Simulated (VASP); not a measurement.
Energy against volume of SiC (zinc blende). Level of theory: revTPSS meta-GGA, VASP's PBE PAW potentials (set 64) (plane waves; VASP). Settings: 520 eV cut-off, 10×10×10 Γ-centred mesh, Gaussian smearing of 0.050 eV, potentials Si C.

```csv
V (Å³/atom),E (eV/atom)
9.716,-8.81947
10.026,-8.84138
10.336,-8.84831
10.646,-8.84232
```

Q: Fit these four points and predict the energy of the run at 10.956 Å³/atom.

A: A cubic in V^(−2/3), the third-order Birch-Murnaghan form, passes through the four points with V0 = 10.34 Å³/atom and B0 = 222 GPa, and gives -8.8252 eV/atom there. The run gave -8.8252 eV/atom, -0.0 meV/atom from the fit; all five points give B0 = 222 GPa.

The compound is SiC in the zinc blende structure. It was relaxed first.
